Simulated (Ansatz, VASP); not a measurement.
# Cross-check of AgAu2 (Au-Ag-Au stack, (111) layers) between VASP and Ansatz

Wanted: the spread between two codes on one cell, functional and k mesh. The cell is taken from a series of runs on this material, whose earlier steps may have relaxed, scaled, displaced or heated it; both programs get it as it stands.

Program: Ansatz 0.2.0. Level of theory: plane waves, with VASP 6.6.1 beside it; LDA. Results are calculated unless marked as measured.

## (1) Starting point

The cell holds 3 atoms: 2 Au and 1 Ag. Its edges and angles: a = 2.753 Å, b = 2.753 Å, c = 33.245 Å, α = 90.0°, β = 90.0°, γ = 120.0°. It derives from AgAu2. Vacuum lies along c.

## (2) VASP: zone-centre phonons, LDA

Second derivatives magnify differences that forces hide, and they need a tight electronic threshold.

Lines of VASP's logs that name or quote its potential files are left out, and so is its time.

File INCAR:

```
SYSTEM = AgAu2
PREC = Accurate
ENCUT = 500
EDIFF = 1E-08
NELM = 120
ISMEAR = 1
SIGMA = 0.2
LREAL = .FALSE.
ALGO = Normal
GGA = PW92
NBANDS = 22
LASPH = .TRUE.
LORBIT = 11
LWAVE = .FALSE.
LCHARG = .FALSE.
ISIF = 2
IBRION = 8
GGA_COMPAT = .FALSE.
NELMDL = -8
```

File POSCAR:

```
AgAu2
1.0
    2.7529523431     -0.0000027479      0.0000000000
   -1.3764737918      2.3841280385      0.0000000000
    0.0000000000      0.0000000000     33.2454533171
Au Ag
2 1
Direct
    1.0000000000      0.0000000000      0.1638489798
    0.6666666666      0.3333333334      0.3090797497
    0.3333333333      0.6666666667      0.2364643648
```

File KPOINTS:

```
Automatic mesh
0
Gamma
9 9 1
0 0 0
```

The projector-augmented-wave data sets are Au and Ag (LDA family, release 64).

Started as:

```
> mpirun -np 1 vasp_std
```

Numbers of over 12 decimals in the logs are rounded to 6 here.

The program printed:

```text
[banner, memory and clock lines left out]
running    1 mpi-ranks, on    1 nodes
 distrk:  each k-point on    1 cores,    1 groups
 distr:  one band on    1 cores,    1 groups

 POSCAR found type information on POSCAR AuAg
 POSCAR found :  2 types and       3 ions
|                                                                             |
|               ----> ADVICE to this user running VASP <----                  |
|                                                                             |
|     You enforced a specific xc type in the INCAR file but a different       |
|     [... a line on the potential file left out ...]
|     I HOPE YOU KNOW WHAT YOU ARE DOING!                                     |
|                                                                             |

 LDA part: xc-table for (Slater(with rela. corr.)+PW92), standard interpolation
 POSCAR, INCAR and KPOINTS ok, starting setup
 FFT: planning ... GRIDC
 FFT: planning ... GRID_SOFT
 FFT: planning ... GRID
 WAVECAR not read
 entering main loop
       N       E                     dE             d eps       ncg     rms          rms(c)
DAV:   1     0.222598502977E+03    0.22260E+03   -0.12889E+04   536   0.114E+03
DAV:   2    -0.321481998149E+01   -0.22581E+03   -0.21450E+03   734   0.244E+02
DAV:   3    -0.127438707471E+02   -0.95291E+01   -0.93374E+01   624   0.533E+01
DAV:   4    -0.128595162385E+02   -0.11565E+00   -0.11557E+00   650   0.623E+00
DAV:   5    -0.128616016573E+02   -0.20854E-02   -0.20852E-02   656   0.786E-01
DAV:   6    -0.128616687765E+02   -0.67119E-04   -0.67119E-04   688   0.134E-01
DAV:   7    -0.128616715505E+02   -0.27741E-05   -0.27742E-05   670   0.224E-02
DAV:   8    -0.128616716615E+02   -0.11092E-06   -0.11065E-06   624   0.425E-03    0.143E+01
DAV:   9    -0.119414606996E+02    0.92021E+00   -0.27246E+00   606   0.133E+01    0.919E+00
DAV:  10    -0.118896606042E+02    0.51800E-01   -0.16375E-01   584   0.567E+00    0.325E+00
DAV:  11    -0.118812527425E+02    0.84079E-02   -0.42505E-02   566   0.357E+00    0.343E-01
DAV:  12    -0.118803185681E+02    0.93417E-03   -0.33564E-03   672   0.997E-01    0.972E-02
DAV:  13    -0.118804170764E+02   -0.98508E-04   -0.68176E-04   620   0.218E-01    0.295E-02
DAV:  14    -0.118805061440E+02   -0.89068E-04   -0.59002E-05   624   0.977E-02    0.175E-02
[...]
DAV:  22    -0.118807403500E+02   -0.22507E-06   -0.56022E-08   400   0.618E-04    0.106E-04
DAV:  23    -0.118807404313E+02   -0.81315E-07   -0.33323E-09   390   0.159E-04    0.128E-04
DAV:  24    -0.118807404977E+02   -0.66336E-07   -0.75216E-09   378   0.357E-04    0.914E-05
DAV:  25    -0.118807405360E+02   -0.38329E-07   -0.57342E-10   360   0.173E-04    0.330E-05
DAV:  26    -0.118807405685E+02   -0.32537E-07   -0.45033E-10   342   0.757E-05    0.194E-05
DAV:  27    -0.118807406005E+02   -0.31944E-07   -0.25871E-10   372   0.845E-05    0.225E-05
DAV:  28    -0.118807406145E+02   -0.13983E-07   -0.54156E-11   360   0.724E-05    0.890E-06
DAV:  29    -0.118807406181E+02   -0.36293E-08    0.19710E-11   348   0.195E-05
   1 F= -.11880741E+02 E0= -.11878948E+02  d E =-.537869E-02
 Linear response reoptimize wavefunctions to high precision
DAV:   1    -0.118807406199E+02   -0.17981E-08    0.21070E-11   336   0.107E-05
DAV:   2    -0.118807406198E+02    0.13097E-09    0.33407E-11   372   0.408E-06
DAV:   3    -0.118807406197E+02    0.29104E-10    0.28925E-11   306   0.246E-06
 Linear response DOF=           4
 Linear response progress:
  Degree of freedom:   1/  4
       N       E                     dE             d eps       ncg     rms          rms(c)
RMM:   1    -0.265323861727E+00   -0.26532E+00   -0.22600E-01  2938   0.343E+00
RMM:   2    -0.265270207494E+00    0.53654E-04   -0.27110E-03  2738   0.366E-01    0.849E-02
RMM:   3    -0.264622198869E+00    0.64801E-03   -0.25325E-04  2793   0.963E-02    0.435E-02
RMM:   4    -0.264148090084E+00    0.47411E-03   -0.36334E-04  2893   0.101E-01    0.112E-02
RMM:   5    -0.264127543214E+00    0.20547E-04   -0.84601E-06  2955   0.200E-02    0.685E-03
RMM:   6    -0.264060759706E+00    0.66784E-04   -0.14769E-06  3028   0.673E-03    0.104E-02
RMM:   7    -0.264020426604E+00    0.40333E-04   -0.85381E-07  3017   0.452E-03    0.461E-04
RMM:   8    -0.264020691034E+00   -0.26443E-06    0.78842E-08  3024   0.115E-03    0.198E-04
RMM:   9    -0.264019859484E+00    0.83155E-06    0.52900E-07  3035   0.338E-04    0.258E-05
RMM:  10    -0.264019775600E+00    0.83885E-07    0.31942E-08  3094   0.920E-05    0.279E-05
RMM:  11    -0.264019717891E+00    0.57709E-07    0.92253E-09  3078   0.232E-05    0.603E-06
RMM:  12    -0.264019679010E+00    0.38881E-07   -0.47877E-09  3076   0.642E-06    0.174E-06
RMM:  13    -0.264019675282E+00    0.37278E-08   -0.19646E-10  2488   0.205E-06    0.380E-07
 first order change of Fermi-energy   0.10416E-03
 force on displaced ion       1 direction 1 :  -0.429   0.000   0.000
 Linear response progress:
  Degree of freedom:   2/  4
       N       E                     dE             d eps       ncg     rms          rms(c)
RMM:   1    -0.366064528095E+00   -0.36606E+00   -0.25152E-01   874   0.360E+00
RMM:   2    -0.364439927020E+00    0.16246E-02   -0.40703E-03   812   0.430E-01    0.167E-01
RMM:   3    -0.364317669025E+00    0.12226E-03   -0.55847E-04   827   0.131E-01    0.103E-01
RMM:   4    -0.364848843509E+00   -0.53117E-03   -0.34506E-04   875   0.104E-01    0.126E-01
RMM:   5    -0.364651976348E+00    0.19687E-03   -0.98289E-05   876   0.520E-02    0.217E-02
RMM:   6    -0.364593234909E+00    0.58741E-04   -0.17448E-05   854   0.237E-02    0.869E-03
RMM:   7    -0.364556679662E+00    0.36555E-04   -0.12599E-06   888   0.705E-03    0.423E-03
RMM:   8    -0.364524320187E+00    0.32359E-04   -0.30587E-07   882   0.299E-03    0.728E-04
RMM:   9    -0.364514665540E+00    0.96546E-05   -0.19962E-08   879   0.889E-04    0.205E-04
RMM:  10    -0.364512152403E+00    0.25131E-05   -0.30744E-09   888   0.283E-04    0.613E-05
RMM:  11    -0.364511774250E+00    0.37815E-06   -0.77366E-10   893   0.993E-05    0.461E-05
RMM:  12    -0.364510953639E+00    0.82061E-06   -0.23598E-09   911   0.123E-04    0.333E-05
RMM:  13    -0.364510529879E+00    0.42376E-06   -0.11939E-10   920   0.635E-05    0.170E-05
RMM:  14    -0.364510483958E+00    0.45922E-07    0.32343E-09   915   0.488E-05    0.171E-05
RMM:  15    -0.364510460028E+00    0.23930E-07    0.37189E-09   935   0.300E-05    0.591E-06
RMM:  16    -0.364510457393E+00    0.26350E-08    0.21763E-09   929   0.354E-05    0.530E-06
 first order change of Fermi-energy   0.27754E+00
 force on displaced ion       1 direction 3 :  -0.000  -0.000  -3.301
 Linear response progress:
  Degree of freedom:   3/  4
       N       E                     dE             d eps       ncg     rms          rms(c)
RMM:   1    -0.285185520736E+00   -0.28519E+00   -0.19794E-01  1833   0.325E+00
RMM:   2    -0.283146937060E+00    0.20386E-02   -0.10990E-03  1652   0.264E-01    0.686E-02
RMM:   3    -0.282719951164E+00    0.42699E-03   -0.16459E-04  1673   0.710E-02    0.350E-02
RMM:   4    -0.282401682147E+00    0.31827E-03   -0.19572E-04  1712   0.753E-02    0.603E-03
RMM:   5    -0.282342825960E+00    0.58856E-04   -0.23921E-06  1769   0.108E-02    0.176E-03
RMM:   6    -0.282320074682E+00    0.22751E-04   -0.50412E-07  1762   0.389E-03    0.270E-04
RMM:   7    -0.282317119484E+00    0.29552E-05    0.63828E-08  1799   0.612E-04    0.813E-05
RMM:   8    -0.282316203728E+00    0.91576E-06    0.35420E-09  1812   0.103E-04    0.246E-05
RMM:   9    -0.282315951963E+00    0.25176E-06    0.42537E-09  1833   0.353E-05    0.612E-06
RMM:  10    -0.282315933678E+00    0.18285E-07    0.48409E-09  1857   0.128E-05    0.119E-06
RMM:  11    -0.282315914112E+00    0.19567E-07    0.12096E-09  1656   0.371E-06    0.618E-07
RMM:  12    -0.282315918913E+00   -0.48016E-08    0.41672E-10   849   0.117E-06    0.207E-07
 first order change of Fermi-energy  -0.68174E-04
 force on displaced ion       3 direction 1 :  -0.871   0.000   0.000
 Linear response progress:
  Degree of freedom:   4/  4
       N       E                     dE             d eps       ncg     rms          rms(c)
RMM:   1    -0.355825669094E+00   -0.35583E+00   -0.22629E-01   930   0.343E+00
RMM:   2    -0.349276162018E+00    0.65495E-02   -0.16858E-03   800   0.320E-01    0.164E-01
RMM:   3    -0.349145262928E+00    0.13090E-03   -0.14403E-04   835   0.703E-02    0.757E-02
RMM:   4    -0.349344862645E+00   -0.19960E-03   -0.26265E-04   882   0.886E-02    0.126E-01
RMM:   5    -0.349171082564E+00    0.17378E-03   -0.71768E-05   886   0.428E-02    0.112E-02
RMM:   6    -0.349169820223E+00    0.12623E-05   -0.29273E-06   860   0.103E-02    0.101E-02
RMM:   7    -0.349155357000E+00    0.14463E-04   -0.17083E-06   870   0.759E-03    0.651E-04
RMM:   8    -0.349150227277E+00    0.51297E-05   -0.38247E-08   887   0.117E-03    0.255E-04
RMM:   9    -0.349147393662E+00    0.28336E-05   -0.41776E-09   882   0.350E-04    0.879E-05
RMM:  10    -0.349147101080E+00    0.29258E-06   -0.39262E-10   895   0.725E-05    0.255E-05
RMM:  11    -0.349147121091E+00   -0.20011E-07   -0.35719E-10   888   0.249E-05    0.179E-05
RMM:  12    -0.349147291456E+00   -0.17036E-06   -0.28827E-09   907   0.497E-05    0.138E-05
RMM:  13    -0.349147284485E+00    0.69711E-08   -0.99272E-09   902   0.168E-05    0.752E-06
 first order change of Fermi-energy   0.20538E-02
 force on displaced ion       3 direction 3 :  -0.000   0.000  -6.451
 Linear response finished
```

Parts of OUTCAR (step 2):

```text
ion  position               nearest neighbor table
   1  0.000  0.000  0.164-   3 2.89   3 2.89   3 2.89
   2  0.667  0.333  0.309-   3 2.89   3 2.89   3 2.89
   3  0.333  0.667  0.236-   2 2.89   2 2.89   2 2.89   1 2.89   1 2.89   1 2.89

  LATTYP: Found a hexagonal cell.
 ALAT       =     2.7529523431
 C/A-ratio  =    12.0762908956

 Subroutine GETGRP returns: Found 12 space group operations
 (whereof  6 operations were pure point group operations)

The static configuration has the point symmetry C_3v.
 The point group associated with its full space group is D_3d.

 Found     12 irreducible k-points:

   k-points           NKPTS =     12   k-points in BZ     NKDIM =     12   number of bands    NBANDS=     22

   dimension x,y,z NGX =    20 NGY =   20 NGZ =  250
   dimension x,y,z NGXF=    40 NGYF=   40 NGZF=  500

   ENCUT  =  500.0 eV  36.75 Ry    6.06 a.u.   5.02  5.02 60.61*2*pi/ulx,y,z

   NELECT =      33.0000    total number of electrons

 k-points in reciprocal lattice and weights: Automatic mesh
   0.00000000  0.00000000  0.00000000       0.012
   0.11111111 -0.00000000  0.00000000       0.074
   0.22222222 -0.00000000  0.00000000       0.074
   0.33333333  0.00000000  0.00000000       0.074
   0.44444444 -0.00000000  0.00000000       0.074
   0.11111111  0.11111111  0.00000000       0.074
   0.22222222  0.11111111  0.00000000       0.148
   0.33333333  0.11111111  0.00000000       0.148
   0.44444444  0.11111111  0.00000000       0.074
   0.22222222  0.22222222  0.00000000       0.074
   0.33333333  0.22222222  0.00000000       0.148
   0.33333333  0.33333333  0.00000000       0.025

 average (electrostatic) potential at core
       1 -75.6206       2 -75.6206       3 -81.5539

  Total        0.4215281      0.4215281     -0.3194958     -0.0000000      0.0000000     -0.0000000
  in kB        3.0951153      3.0951153     -2.3459322     -0.0000000      0.0000000     -0.0000000
  external PRESSURE =       1.2814328 kB  Pullay stress =       0.0000000 kB

  energy-cutoff  :      500.00
  volume of cell :      218.20
      direct lattice vectors                 reciprocal lattice vectors
     2.752952343 -0.000002748  0.000000000     0.363246599  0.209720038  0.000000000
    -1.376473792  2.384128039  0.000000000     0.000000419  0.419440802  0.000000000
     0.000000000  0.000000000 33.245453317     0.000000000  0.000000000  0.030079301

 POSITION                                       TOTAL-FORCE (eV/Angst)
 -----------------------------------------------------------------------------------
      0.00000      0.00000      5.44723        -0.000000     -0.000000      0.060547
      1.37648      0.79471     10.27550         0.000000      0.000000     -0.060547
      0.00000      1.58942      7.86137         0.000000     -0.000000      0.000000
 -----------------------------------------------------------------------------------
    total drift:                               -0.000000      0.000000     -0.000093

 Eigenvectors and eigenvalues of the dynamical matrix
 ----------------------------------------------------

   1 f  =    4.316945 THz    27.124164 2PiTHz  143.997777 cm-1    17.853441 meV
             X         Y         Z           dx          dy          dz
      0.000000  0.000000  5.447234     0.000000   -0.000000   -0.328409
      1.376477  0.794708 10.275496     0.000000   -0.000000   -0.328409
      0.000002  1.589418  7.861365    -0.000000    0.000000    0.885604

   2 f  =    2.042443 THz    12.833048 2PiTHz   68.128565 cm-1     8.446862 meV
             X         Y         Z           dx          dy          dz
      0.000000  0.000000  5.447234     0.000000   -0.000000    0.707107
      1.376477  0.794708 10.275496     0.000000   -0.000000   -0.707107
      0.000002  1.589418  7.861365    -0.000000    0.000000    0.000000

   3 f  =    1.587489 THz     9.974487 2PiTHz   52.952933 cm-1     6.565324 meV
             X         Y         Z           dx          dy          dz
      0.000000  0.000000  5.447234    -0.011346    0.329424    0.000000
      1.376477  0.794708 10.275496    -0.011346    0.329424   -0.000000
      0.000002  1.589418  7.861365     0.030454   -0.884181    0.000000

   4 f  =    1.587489 THz     9.974487 2PiTHz   52.952933 cm-1     6.565324 meV
             X         Y         Z           dx          dy          dz
      0.000000  0.000000  5.447234     0.329424    0.011346   -0.000000
      1.376477  0.794708 10.275496     0.329424    0.011346    0.000000
      0.000002  1.589418  7.861365    -0.884181   -0.030454    0.000000

   5 f  =    0.719396 THz     4.520099 2PiTHz   23.996471 cm-1     2.975182 meV
             X         Y         Z           dx          dy          dz
      0.000000  0.000000  5.447234     0.024330   -0.706688    0.000000
      1.376477  0.794708 10.275496    -0.024330    0.706688   -0.000000
      0.000002  1.589418  7.861365     0.000000    0.000000    0.000000

   6 f  =    0.719396 THz     4.520099 2PiTHz   23.996471 cm-1     2.975182 meV
             X         Y         Z           dx          dy          dz
      0.000000  0.000000  5.447234    -0.706688   -0.024330    0.000000
      1.376477  0.794708 10.275496     0.706688    0.024330   -0.000000
      0.000002  1.589418  7.861365     0.000000    0.000000    0.000000

   7 f/i=    0.003902 THz     0.024518 2PiTHz    0.130161 cm-1     0.016138 meV
             X         Y         Z           dx          dy          dz
      0.000000  0.000000  5.447234    -0.000000    0.000000    0.626217
      1.376477  0.794708 10.275496    -0.000000    0.000000    0.626217
      0.000002  1.589418  7.861365     0.000000    0.000000    0.464441

   8 f/i=    0.004503 THz     0.028293 2PiTHz    0.150205 cm-1     0.018623 meV
             X         Y         Z           dx          dy          dz
      0.000000  0.000000  5.447234     0.622527    0.061737   -0.000000
      1.376477  0.794708 10.275496     0.622527    0.061737    0.000000
      0.000002  1.589418  7.861365     0.463876    0.046003    0.000000

   9 f/i=    0.004503 THz     0.028293 2PiTHz    0.150205 cm-1     0.018623 meV
             X         Y         Z           dx          dy          dz
      0.000000  0.000000  5.447234    -0.061737    0.622527    0.000000
      1.376477  0.794708 10.275496    -0.061737    0.622527    0.000000
      0.000002  1.589418  7.861365    -0.046003    0.463876    0.000000

 ELASTIC MODULI CONTR FROM IONIC RELAXATION (kBar)
 Direction    XX          YY          ZZ          XY          YZ          ZX
 --------------------------------------------------------------------------------
 XX        -137.4510   -115.6472   -190.8206      0.0000      9.3093      0.0000
 YY        -115.6472   -137.4510   -190.8206      0.0000     -9.3093     -0.0000
 ZZ        -190.8206   -190.8206   -287.7341      0.0000     -0.0000      0.0000
 XY           0.0000      0.0000      0.0000    -10.9019     -0.0000      0.6135
 YZ           9.3093     -9.3093     -0.0000     -0.0000     -7.9494      0.0000
 ZX           0.0000     -0.0000      0.0000      0.6135      0.0000     -0.0345
 --------------------------------------------------------------------------------
```

[end of part 1 of 2]

[Lines on the potential files, build, host, timing and source positions are cut from VASP's logs without a mark.]

[Logs are printed without paths, hosts, clocks, repeated set-up lines and the standing remarks that a program may print on its own settings, such as how far it seeks lower states.]

[Hosts, paths, dates, database ids (printed as entryN), source tags and the programs' standing remarks are cut or masked in the printed files.]
